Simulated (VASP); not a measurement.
Output of a VASP run:

OSZICAR:
```
       N       E                     dE             d eps       ncg     rms          rms(c)
DAV:   1     0.973894860335E+02    0.97389E+02   -0.12868E+04  5336   0.237E+03
DAV:   2     0.392246936947E+00   -0.96997E+02   -0.95938E+02  5408   0.306E+02
DAV:   3    -0.241784995942E+01   -0.28101E+01   -0.28054E+01  6496   0.633E+01
DAV:   4    -0.242616255459E+01   -0.83126E-02   -0.83147E-02  6352   0.350E+00
DAV:   5    -0.242617509716E+01   -0.12543E-04   -0.12550E-04  6504   0.112E-01    0.398E+00
DAV:   6    -0.222360123827E+01    0.20257E+00   -0.10063E+00  5424   0.223E+01    0.296E+00
DAV:   7    -0.221424192347E+01    0.93593E-02   -0.30118E-02  6696   0.322E+00    0.153E+00
DAV:   8    -0.220967562782E+01    0.45663E-02   -0.18086E-03  7232   0.720E-01    0.463E-02
DAV:   9    -0.220968847787E+01   -0.12850E-04   -0.26244E-04  7304   0.241E-01    0.342E-02
DAV:  10    -0.220968984230E+01   -0.13644E-05   -0.23727E-05  5864   0.648E-02    0.275E-03
DAV:  11    -0.220968947557E+01    0.36673E-06   -0.13689E-07  5472   0.564E-03    0.171E-03
DAV:  12    -0.220968892189E+01    0.55368E-06   -0.30461E-08  3504   0.312E-03    0.947E-05
DAV:  13    -0.220968891890E+01    0.29918E-08   -0.90146E-09  3136   0.980E-04
   1 F= -.22096889E+01 E0= -.22096889E+01  d E =0.000000E+00
```

File OUTCAR:
```
------------------------ aborting loop because EDIFF is reached ----------------------------------------
  FORCE on cell =-STRESS in cart. coord.  units (eV):
  Direction    XX          YY          ZZ          XY          YZ          ZX
  --------------------------------------------------------------------------------------
  Total       -0.0284374     -0.0284374      0.0977923      0.0000000      0.0000000      0.0000000
  in kB       -1.5037440     -1.5037445      5.1711736      0.0000000      0.0000000      0.0000000
  external PRESSURE =       0.7212284 kB  Pullay stress =       0.0000000 kB
  volume of cell :       30.30
      direct lattice vectors                 reciprocal lattice vectors
     1.338128580 -2.317707122  0.000000000     0.373656170 -0.215730450  0.000000000
     1.338128580  2.317707122  0.000000000     0.373656170  0.215730450  0.000000000
     0.000000000  0.000000000  4.884720497     0.000000000  0.000000000  0.204720004
 POSITION                                       TOTAL-FORCE (eV/Angst)
 -----------------------------------------------------------------------------------
      1.33813      0.77257      1.22118        -0.000000      0.000000      0.000000
      1.33813     -0.77257      3.66354         0.000000     -0.000000      0.000000
 -----------------------------------------------------------------------------------
    total drift:                                0.000000      0.000075      0.000004
  FREE ENERGIE OF THE ION-ELECTRON SYSTEM (eV)
  ---------------------------------------------------
  free  energy   TOTEN  =        -2.2096889189 eV

  energy  without entropy=       -2.2096889189  energy(sigma->0) =       -2.20968892

 total charge

# of ion       s       p       d       tot
------------------------------------------
    1        0.597   0.446   9.725  10.768
    2        0.597   0.446   9.725  10.768
--------------------------------------------------
tot          1.194   0.892  19.450  21.536
```
(Selected blocks of OUTCAR.)

**POSCAR**
```
Zn
1
    1.3381285803    -2.3177071218     0.0000000000
    1.3381285803     2.3177071218     0.0000000000
   -0.0000000000    -0.0000000000     4.8847204973
Zn
2
Direct
  0.3333330000   0.6666670000   0.2500000000
  0.6666670000   0.3333330000   0.7500000000
```

Write an INCAR and KPOINTS that could have produced this output.

Several could match; the one computed here: the input of the run itself, PW91 GGA, plane waves, VASP's PBE PAW potentials (set 64).

### INCAR
```
# general
SYSTEM =Zn
PREC   =Accurate
ENCUT  =520   # plane-wave cut-off (eV)
LREAL  =F
LASPH  =T

# electronic loop
EDIFF  =1E-7   # SCF stop (eV)
NELM   =100   # most electronic steps
ALGO   =Normal
LMAXMIX=4   # l cut-off of mixed one-centre charges

# smearing
ISMEAR =-5

# functional
GGA    =91   # PW91

# ions
ISIF   =2   # forces and stress, cell fixed

# output
LWAVE  =F
LCHARG =T
LORBIT =11
NEDOS  =601   # DOS grid
```

File KPOINTS:
```
Automatic
0
Gamma
17 17 9
```

POTCAR, in this order: Zn (PBE.64 set). Program: vasp_std.

For a metal the tetrahedron method with Blöchl corrections gives inexact stress and forces.

The compound is Zn in the hcp structure. It was relaxed first.
